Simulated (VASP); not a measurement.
```
CELL_PARAMETERS angstrom
      3.51221     0.00000     0.00000
      0.00000     3.51221     0.00000
      0.00000     0.00000     3.51221
ATOMIC_POSITIONS crystal
  Fe 0.00000 0.00000 0.00000
  Ni 0.00000 0.50000 0.50000
  Ni 0.50000 0.00000 0.50000
  Ni 0.50000 0.50000 0.00000
```
Starting moments (μB, in the order of the record's atoms Fe Ni Ni Ni): 2.8 0.6 0.6 0.6.

Method: optB86b-vdW, VASP's PBE PAW potentials (set 64) (plane waves; VASP). Numerical set-up: 520 eV cut-off, Gaussian smearing of 0.050 eV, potentials Fe Ni.

Give the spin-up energies of bands 11 to 24 at the high-symmetry points, in eV from the Fermi level.

```csv
band,Γ,X,M,R
11,-1.60,-2.49,-2.93,-2.58
12,-1.60,-2.05,-2.93,-2.58
13,-0.78,-1.86,-2.60,-0.85
14,-0.78,-1.86,-1.90,-0.85
15,-0.74,-1.68,-1.82,-0.75
16,-0.62,-1.68,-1.82,-0.75
17,-0.62,-1.58,-1.64,-0.75
18,-0.62,-1.51,-1.64,-0.72
19,-0.54,-1.32,-1.47,-0.72
20,-0.54,-1.02,-1.47,-0.72
21,-0.54,-0.62,0.85,-0.47
22,2.32,-0.54,0.85,-0.47
23,2.32,7.71,0.92,-0.47
24,2.32,7.72,0.93,-0.36
```

Give the spin-down energies of bands 11 to 24 at the high-symmetry points, in eV from the Fermi level.

| band | Γ | X | M | R |
|---|---|---|---|---|
| 11 | -0.60 | -1.50 | -2.16 | -1.47 |
| 12 | -0.60 | -1.25 | -1.77 | -1.47 |
| 13 | -0.02 | -0.99 | -1.26 | -0.46 |
| 14 | 0.27 | -0.99 | -1.26 | -0.39 |
| 15 | 0.27 | -0.89 | -1.26 | -0.39 |
| 16 | 0.27 | -0.42 | -0.82 | -0.39 |
| 17 | 0.97 | -0.17 | -0.71 | 0.05 |
| 18 | 0.97 | -0.17 | 0.13 | 0.05 |
| 19 | 1.27 | 0.27 | 0.13 | 0.05 |
| 20 | 1.27 | 0.45 | 0.32 | 0.80 |
| 21 | 1.27 | 0.58 | 1.46 | 0.80 |
| 22 | 2.39 | 1.25 | 1.46 | 0.80 |
| 23 | 2.39 | 8.09 | 2.39 | 1.10 |
| 24 | 2.39 | 8.10 | 2.48 | 1.10 |

It has no gap at this level: it comes out as a metal or semimetal.

The compound is Ni3Fe in the L1_2 structure. It was relaxed first.
